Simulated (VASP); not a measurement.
Consider the following.

```
Zn4STe3
1.0
    0.00000     2.95309     2.95309
    2.95309     0.00000     2.95309
   11.78041    11.78041     0.03195
Zn Te S
4 3 1
Cartesian
 11.63748  11.63748   0.17488
  2.89700   2.89700   0.05609
  8.88550   8.88550   5.87995
 11.92860  11.92860   5.78994
  1.39191   1.39191   1.56118
  4.42577   4.42577   1.48041
  7.46004   7.46004   1.39923
 10.29974  10.29974   1.51262
```

The numbers are results of PBEsol GGA, VASP's PBE PAW potentials (set 64) (plane waves; VASP), not measurements. Run with 400 eV cut-off, 7×7×2 Γ-centred mesh, tetrahedra with Blöchl corrections, potentials Zn Te S.

The cores are frozen, which limits the accuracy of field gradients.

Problem. Give the principal components of the electric field gradient (V/Å²) and the asymmetry η at each nucleus.

Solution. 
```
atom    Vxx    Vyy    Vzz     η
----  -----  -----  -----  ----
Zn1     7.0    7.0  -14.0  0.00
Zn2    -1.2   -1.2    2.4  0.01
Zn3    -1.9   -1.9    3.8  0.00
Zn4     2.7    2.6   -5.3  0.00
Te5   -28.0  -28.0   56.0  0.00
Te6   -28.3  -28.3   56.5  0.00
Te7   -24.9  -24.9   49.8  0.00
S8     18.5   18.5  -37.0  0.00
```

The structure was generated: Zn4STe3 was put into an ordered model structure (R3m), which need not be its known phase. It was relaxed first.
